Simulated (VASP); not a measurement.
```xyz
3
Lattice="0.0000 2.3100 2.3100 2.3100 0.0000 2.3100 2.3100 2.3100 0.0000" Properties=species:S:1:pos:R:3 pbc="T T T"
Li     1.1550     1.1550     1.1550
Li     3.4650     3.4650     3.4650
O      0.0000     0.0000     0.0000
```

These are r2SCAN meta-GGA, VASP's PBE PAW potentials (set 64) (plane waves; VASP 6.6.1) values and carry that method's errors. Settings: 520 eV cut-off, 9×9×9 Γ-centred mesh, Gaussian smearing of 0.050 eV, potentials Li_sv O.

Energy and stress use the plane-wave basis of the starting cell.

Q: The ions, cell shape and volume are relaxed. What does this cell relax into?

A: 
```xyz
3
Lattice="0.0000 2.2885 2.2885 2.2885 0.0000 2.2885 2.2885 2.2885 0.0000" Properties=species:S:1:pos:R:3 pbc="T T T"
Li     1.1442     1.1442     1.1442
Li     3.4327     3.4327     3.4327
O      0.0000     0.0000     0.0000
```
Space group Fm-3m (225), at a tolerance of 0.03 Å.

Q: How do energy and volume change from the first to the last step?

A: The energy (σ→0) changes by -1.8 meV/atom and the volume by -2.8 %, in 3 ionic steps.

```json
[
 {"step": "1", "E(σ→0) (eV)": "-16.8263", "max force (eV/Å)": "0.000", "pressure (GPa)": "-2.86", "volume (Å³)": "24.65"},
 {"step": "2", "E(σ→0) (eV)": "-16.8314", "max force (eV/Å)": "0.000", "pressure (GPa)": "-0.70", "volume (Å³)": "24.13"},
 {"step": "3", "E(σ→0) (eV)": "-16.8316", "max force (eV/Å)": "0.000", "pressure (GPa)": "-0.02", "volume (Å³)": "23.97"}
]
```

The compound is Li2O in the antifluorite structure. This run relaxes it. Symmetry was kept, so distortions that lower it aren't found.
